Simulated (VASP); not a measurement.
Given:

```
BN
1.0
    0.00000     1.84768     1.84768
    1.84768     0.00000     1.84768
    1.84768     1.84768     0.00000
B N
1 1
Direct
  0.00000   0.00000   0.00000
  0.25000   0.25000   0.25000
```

All values below come from optB88-vdW, VASP's PBE PAW potentials (set 64) (plane waves; VASP). Run with 520 eV cut-off, 12×12×12 Γ-centred mesh, Gaussian smearing of 0.050 eV, potentials B N.

Question: Predict the energy per atom (σ→0), pressure, band gap (on the k-mesh) with the smallest direct gap where there is one.

Answer: 
```
Property                                      Value
-----------------------------------  --------------
band gap (on the k-mesh)                    4.61 eV
smallest direct gap (on the k-mesh)         8.59 eV
energy per atom (σ→0)                -7.730 eV/atom
pressure                                 -19.59 GPa
```

Total energies compare only between runs with the same potentials, cut-off and functional.

The compound is BN in the zinc blende structure. This cell is one point of a volume scan, at 1.06 of the reference volume.
